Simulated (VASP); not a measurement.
An input for Quantum ESPRESSO's pw.x (written as the equivalent of a VASP run, and not itself run):

```
&CONTROL
  calculation = 'vc-relax'
  pseudo_dir = './pseudo'
  outdir = './out'
  tprnfor = .true.
  tstress = .true.
  nstep = 60
  forc_conv_thr = 0.00078
/
&SYSTEM
  ibrav = 0
  nat = 7
  ntyp = 2
  ecutwfc = 84
  occupations = 'smearing'
  smearing = 'gaussian'
  degauss = 0.003675
  input_dft = 'pbesol'
/
&ELECTRONS
  conv_thr = 7.3e-08
  electron_maxstep = 100
/
&IONS
/
&CELL
/
ATOMIC_SPECIES
  Nb 92.906 Nb.upf
  O 15.999 O.upf
CELL_PARAMETERS angstrom
     6.4195154   -1.9103980    0.0067311
     6.4195154    1.9103980    0.0067311
    -0.0539113    0.0000000    3.9594724
ATOMIC_POSITIONS crystal
  Nb   0.8532725  0.8532725  0.9351191
  Nb   0.1467275  0.1467275  0.0648809
  O    0.8510512  0.8510512  0.4840914
  O    0.1489488  0.1489488  0.5159086
  O    1.0000000  1.0000000  0.0000000
  O    0.6848479  0.6848479  0.0052858
  O    0.3151521  0.3151521  0.9947142
K_POINTS automatic
  6 6 5 0 0 0
```

Q: Translate this input to VASP (INCAR, KPOINTS, POSCAR, choice of POTCAR).

A: Several could match; the one computed here: 
**POSCAR**
```
Nb2O5
1.0
  6.4195153532  -1.9103980495   0.0067311089
  6.4195153532   1.9103980495   0.0067311089
 -0.0539112744   0.0000000000   3.9594724148
Nb O
2 5
direct
  0.8532724672   0.8532724672   0.9351190753
  0.1467275328   0.1467275328   0.0648809247
  0.8510511922   0.8510511922   0.4840914215
  0.1489488078   0.1489488078   0.5159085785
  1.0000000000   1.0000000000   0.0000000000
  0.6848478946   0.6848478946   0.0052858206
  0.3151521054   0.3151521054   0.9947141794
```

### KPOINTS
```
Automatic mesh
0
Gamma
6 6 5
0 0 0
```

### INCAR
```
EDIFF  =  1E-6   ! SCF stop (eV)
LREAL  =  F   ! projection in real space or not
IBRION  =  2
LWAVE  =  F
ENCUT  =  520   ! plane-wave cut-off (eV)
GGA  =  PS   ! PBEsol
LASPH  =  T
EDIFFG  =  -0.02   ! ionic stop
SIGMA  =  0.05
ALGO  =  Normal   ! blocked Davidson
NSW  =  60   ! most ionic steps
SYSTEM  =  Nb2O5
ISIF  =  3
PREC  =  Accurate
NELM  =  100   ! most electronic steps
LMAXMIX  =  4   ! l cut-off of mixed one-centre charges
ISMEAR  =  0   ! Gaussian
LCHARG  =  F
```

POTCAR, in this order: Nb_sv O (PBE.64 set). Program: vasp_std.

Limits of the translation: the potentials are each code's own (VASP's PAW set, PseudoDojo norm-conserving files in pw.x), so ENCUT and ecutwfc are chosen apart and not converted; conv_thr bounds pw.x's estimated SCF error, while EDIFF bounds the energy change between steps; forc_conv_thr acts on force components and is met together with etot_conv_thr.

The structure comes from a computed database's Nb2O5 entry (C2/m); how it stands against other phases isn't given here. This run relaxes it. Symmetry was kept, so distortions that lower it aren't found. The start is the result of an earlier pass.
